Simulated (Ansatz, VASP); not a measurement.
**Two plane-wave programs on Nb2Te2S**

```
Nb Te S
1.0
     2.01427    1.16294    9.33558
    -2.01427    1.16294    9.33558
     0.00000   -2.32588    9.33558
Nb Te S
2 2 1
Direct
  0.60800 0.60800 0.60800
  0.39200 0.39200 0.39200
  0.21200 0.21200 0.21200
  0.78800 0.78800 0.78800
  0.00000 0.00000 0.00000
```

Change from the starting cell: species swapped into the Bi2Te2S type (R-3m, No. 166).

Alike in both runs: task single point; functional PBE; k mesh 6 × 6 × 6; occupations gaussian, width 0.1 eV; no spin polarisation.

|  | VASP | Ansatz |
| --- | --- | --- |
| version | VASP 6.6.1 | Ansatz 0.2.0 |
| potentials or method | VASP PAW PBE potentials, release 64 (Nb_sv, Te, S) | scalar-relativistic, plane waves, PAW |
| plane-wave cutoff (eV) | 520 | 420 |
| valence electrons in the cell | 44 | 64 |

|  | VASP | Ansatz | Ansatz less VASP |
| --- | --- | --- | --- |
| gap on the k mesh at the Fermi level (eV) | none | none | - |
| pressure (GPa) | -11.8 | -11.7 | +0.08 |
| largest component of the traceless stress (GPa) | 3.43 | 3.42 | -0.008 |
| rms of the force components (eV/Å) | 0.635 | 0.636 | +0.0006 |

Atom by atom the forces differ by 0.001 eV/Å (rms over components). A gap of «none» marks a metal or a gap that the smearing closes. The two sets of potentials don't hold the same shells in valence.

Caveats: forces of over 1 eV/Å show positions far from the minimum, so gaps and moduli don't describe the material at rest. The runs have no spin-orbit coupling, so splittings on Te are missing.
